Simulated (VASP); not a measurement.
InPt3 (Yixunite), 4 atoms in the cell. The typed cell holds 4 atoms: a = 3.988 Å, b = 3.988 Å, c = 3.988 Å, α = 90.00°, β = 90.00°, γ = 90.00°.  The cell isn't the ideal one: atoms moved at random, drawn with an rms of 0.05 Å.

```yaml
Program: VASP 6.6.1
Task: single point
Functional: PBEsol
Potentials_or_basis: VASP PAW PBE potentials, release 64 (Pt, In_d)
Cutoff: 520 eV
k_mesh: 7 × 7 × 7
Occupations: fermi-dirac, width 0.05 eV
Spin: no spin polarisation
Ladder: free
Further_INCAR_settings: ALGO = Normal; EDIFF = 1e-07; NBANDS = 30
```

Potentials or basis: VASP PAW PBE potentials, release 64 (Pt, In_d).

The run is started by

```bash
$ cat potpaw_PBE.64/Pt/POTCAR potpaw_PBE.64/In_d/POTCAR > POTCAR
$ mpirun -np 1 vasp_std > vasp.out
```

Hardware: 1 thread of Intel(R) Xeon(R) Platinum 8259CL CPU @ 2.50GHz (Skylake/Cascade Lake) (shared host).

**Question.** Estimate the wall time of this run.

**Answer.** Wall time 5 min on 1 thread of Intel(R) Xeon(R) Platinum 8259CL CPU @ 2.50GHz (Skylake/Cascade Lake), on a shared host, peak memory 0.39 GiB. Counts: scf iterations 13, k points 172.
